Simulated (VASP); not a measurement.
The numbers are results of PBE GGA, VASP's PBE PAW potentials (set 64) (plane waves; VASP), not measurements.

Input for VASP

### POSCAR
```
CdSe
4.3635560
  0.0000000000   0.7071067725   0.7071067725
  0.7071067725   0.0000000000   0.7071067725
  0.7071067725   0.7071067725   0.0000000000
Cd Se
1 1
Cartesian
  0.0000000000   0.0000000000   0.0000000000
  0.3535533863   0.3535533863   0.3535533863
```

**KPOINTS**
```
Automatic mesh
0
Gamma
7 7 7
0 0 0
```

**INCAR**
```
ALGO = Normal
EDIFF = 1E-6
ENCUT = 400
GGA = PE
ISIF = 2
ISMEAR = 0
LASPH = .TRUE.
LCHARG = .FALSE.
LMAXMIX = 4
LREAL = .FALSE.
LWAVE = .FALSE.
NBANDS = 26
NELM = 100
PREC = Accurate
SIGMA = 0.05
SYSTEM = CdSe
```

POTCAR, in this order: Cd Se (PBE.64 set). Program: vasp_std.

Output

OUTCAR:
```
 ion  position               nearest neighbor table
   1  0.000  0.000  0.000-   2 2.67   2 2.67   2 2.67   2 2.67
   2  0.250  0.250  0.250-   1 2.67   1 2.67   1 2.67   1 2.67
  LATTYP: Found a face centered cubic cell.
 ALAT       =     6.1710000000
 Subroutine PRICEL returns:
 Original cell was already a primitive cell.
 Subroutine GETGRP returns: Found 24 space group operations
The static configuration has the point symmetry T_d .
The dynamic configuration has the point symmetry T_d .
 Subroutine INISYM returns: Found 24 space group operations
 Subroutine IBZKPT returns following result:
 Found     20 irreducible k-points:

 Following reciprocal coordinates:
            Coordinates               Weight
  0.000000  0.000000  0.000000      1.000000
  0.142857  0.000000  0.000000      8.000000
  0.285714  0.000000  0.000000      8.000000
  0.428571  0.000000  0.000000      8.000000
  0.142857  0.142857  0.000000      6.000000
  0.285714  0.142857  0.000000     24.000000
  0.428571  0.142857  0.000000     24.000000
 -0.428571  0.142857  0.000000     24.000000
 -0.285714  0.142857  0.000000     24.000000
...
```

### OSZICAR
```
       N       E                     dE             d eps       ncg     rms          rms(c)
DAV:   1     0.103701001935E+03    0.10370E+03   -0.70318E+03  1080   0.503E+02
DAV:   2    -0.152192998080E+01   -0.10522E+03   -0.97921E+02  1234   0.163E+02
DAV:   3    -0.585963895928E+01   -0.43377E+01   -0.43108E+01  1316   0.342E+01
DAV:   4    -0.587675677578E+01   -0.17118E-01   -0.17116E-01  1192   0.214E+00
DAV:   5    -0.587683719682E+01   -0.80421E-04   -0.80421E-04  1250   0.135E-01    0.597E+00
DAV:   6    -0.551366561703E+01    0.36317E+00   -0.24801E-01  1218   0.526E+00    0.476E+00
DAV:   7    -0.549198962423E+01    0.21676E-01   -0.10972E-01  1254   0.148E+00    0.201E+00
DAV:   8    -0.549282503821E+01   -0.83541E-03   -0.11144E-02  1160   0.805E-01    0.269E-01
DAV:   9    -0.549307135142E+01   -0.24631E-03   -0.90707E-04  1160   0.257E-01    0.604E-02
DAV:  10    -0.549312940684E+01   -0.58055E-04   -0.10852E-04  1162   0.864E-02    0.486E-02
DAV:  11    -0.549318116520E+01   -0.51758E-04   -0.64410E-05  1094   0.334E-02    0.198E-02
DAV:  12    -0.549318135802E+01   -0.19281E-06   -0.70477E-07  1166   0.436E-03
   1 F= -.54931814E+01 E0= -.54931814E+01  d E =-.811702E-11
```

### OUTCAR
```
------------------------ aborting loop because EDIFF is reached ----------------------------------------
  FORCE on cell =-STRESS in cart. coord.  units (eV):
  Direction    XX          YY          ZZ          XY          YZ          ZX
  --------------------------------------------------------------------------------------
  Total        0.1681907      0.1681907      0.1681907      0.0000000      0.0000000      0.0000000
  in kB        4.5867582      4.5867582      4.5867582      0.0000000      0.0000000      0.0000000
  external PRESSURE =       4.5867582 kB  Pullay stress =       0.0000000 kB
  volume of cell :       58.75
      direct lattice vectors                 reciprocal lattice vectors
     0.000000000  3.085500000  3.085500000    -0.162048290  0.162048290  0.162048290
     3.085500000  0.000000000  3.085500000     0.162048290 -0.162048290  0.162048290
     3.085500000  3.085500000  0.000000000     0.162048290  0.162048290 -0.162048290
  FREE ENERGIE OF THE ION-ELECTRON SYSTEM (eV)
  ---------------------------------------------------
  free  energy   TOTEN  =        -5.4931813580 eV

  energy  without entropy=       -5.4931813580  energy(sigma->0) =       -5.49318136
```
(Selected blocks of OUTCAR.)

The compound is CdSe in the zinc blende structure, whereas wurtzite is the usual form. The cell was not relaxed at this level. The run is one of a series of settings (NBANDS = 26 against the base run), some of them coarse on purpose.
